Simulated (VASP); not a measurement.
```
CELL_PARAMETERS angstrom
      0.02295     2.29540     2.29540
      2.31835     0.00000     2.31835
      2.29540     2.29540     0.02295
ATOMIC_POSITIONS crystal
  Li 0.25000 0.25000 0.25000
  Li 0.75000 0.75000 0.75000
  O  0.00000 0.00000 0.00000
```

These are PBEsol GGA, VASP's PBE PAW potentials (set 64) (plane waves; VASP) values and carry that method's errors. Run with 600 eV cut-off, 8×8×8 Γ-centred mesh, Gaussian smearing of 0.050 eV, potentials Li_sv O.

Q: Give the stress tensor in GPa (positive for a compressed cell).

A: 
```
-0.52   0.00  -1.19
 0.00  -0.54   0.00
-1.19   0.00  -0.52
```
The pressure is its mean diagonal, -0.53 GPa.

The compound is Li2O in the antifluorite structure. This cell was strained or had an atom moved on purpose.
